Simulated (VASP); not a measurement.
A run of VASP 6.6.1 is set up as follows.

Contents of INCAR:

```
SYSTEM = SnO
PREC = Accurate ; ENCUT = 520
EDIFF = 1E-7 ; ISMEAR = 0
SIGMA = 0.03 ; LREAL = .False.
LASPH = .True. ; NELM = 80
ALGO = Normal ; ISIF = 2
LWAVE = .False. ; LCHARG = .False.
LNONCOLLINEAR = .True. ; MAGMOM = 0 0 0 0 0 0 0 0 0 0 0 0
LORBIT = 11 ; LSORBIT = .True.
GGA_COMPAT = .False. ; GGA = PE
KPAR = 2
```

File KPOINTS:

```
Automatic mesh
0
Gamma
  6 6 4
  0 0 0
```

The input POSCAR:

```
SnO                                     
1.0
    3.8353843991      0.0000000000      0.0000000000
    0.0000000000      3.8353843991      0.0000000000
    0.0000000000      0.0000000000      4.7280490071
  Sn              O             
     2     2
Direct
     0.5000000000000000    0.0000000000000000    0.2459635701948528
     0.0000000000000000    0.5000000000000000    0.7540364298051472
     0.0000000000000000    0.0000000000000000    0.0000000000000000
     0.5000000000000000    0.5000000000000000    0.0000000000000000
```

Contents of KPOINTS_OPT:

```
explicit points
213
Reciprocal
 0.0000000000  0.0000000000  0.0000000000 1
 0.0000000000  0.0357142857  0.0000000000 1
 0.0000000000  0.0714285714  0.0000000000 1
 0.0000000000  0.1071428571  0.0000000000 1
 0.0000000000  0.1428571429  0.0000000000 1
 0.0000000000  0.1785714286  0.0000000000 1
[... 205 lines left out ...]
 0.0000000000  0.0000000000  0.5269653000 1
 0.0000000000  0.0000000000  0.4730347000 1
```

Potentials or basis: VASP PAW PBE potentials, release 64 (Sn_d, O).

The run is started by

```console
$ cat potpaw_PBE.64/Sn_d/POTCAR potpaw_PBE.64/O/POTCAR > POTCAR
$ mpirun -np 2 vasp_ncl > vasp.out
```

Q: Predict the largest force.

A: 0.006 eV/Å.

Q: What does it give for the pressure?

A: 2.2 GPa.

Stress tensor (GPa, compression positive):
```
2.07 0.00 0.00
0.00 2.07 0.00
0.00 0.00 2.33
```
